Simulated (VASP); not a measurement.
An input for Ansatz (written as the equivalent of a VASP run, and not itself run):

Ansatz 0.2 input:
```yaml
crystal:
  lattice:
    - [1.4585290, -2.5262464, 0.0000000]
    - [1.4585290, 2.5262464, 0.0000000]
    - [0.0000000, 0.0000000, 2.8399563]
  atoms:
    - { symbol: W, position: [0.0000000, 0.0000000, 0.0352118] }
    - { symbol: C, position: [0.3333330, 0.6666670, 0.5000000] }
kpoints:
  mp_grid: { grid: [14, 14, 12] }
hamiltonian:
  xc: r2scan
  pseudopotentials: { kind: paw }
scf:
  occupations: { method: methfessel_paxton, width: 0.1 }
  max_iter: 100
output: { forces: true, stress: true, eigenvalues: true }
```

**Question.** Translate this input to VASP (INCAR, KPOINTS, POSCAR, choice of POTCAR).

**Answer.** This is not unique; one that fits is 
INCAR:
```
SYSTEM = WC
PREC = Accurate; ENCUT = 600; LREAL = .False.
LASPH = .True.
EDIFF = 1E-7; NELM = 100; ALGO = Normal
LMAXMIX = 6; LMIXTAU = .True.
ISMEAR = 1; SIGMA = 0.1
METAGGA = R2SCAN
ISIF = 2
LWAVE = .False.; LCHARG = .False.
```

POSCAR:
```
WC
2.9170580
  0.5000000065  -0.8660254410   0.0000000000
  0.5000000065   0.8660254410   0.0000000000
  0.0000000000   0.0000000000   0.9735686670
W C
1 1
direct
  0.0000000000   0.0000000000   0.0352118098
  0.3333330000   0.6666670000   0.5000000000
```

KPOINTS:
```
kpoints
0
G
14 14 12
0 0 0
```

POTCAR, in this order: W_sv C (PBE.64 set). Program: vasp_std.

Limits of the translation: each code has its own PAW files, so the cut-off isn't converted (ENCUT is set for VASP's; basis.ecutwfc is left out, and Ansatz then takes the one that its files recommend); Ansatz stops its SCF on the density residual and VASP on the energy change (EDIFF).

The compound is WC in the wc structure. This cell was strained or had an atom moved on purpose.
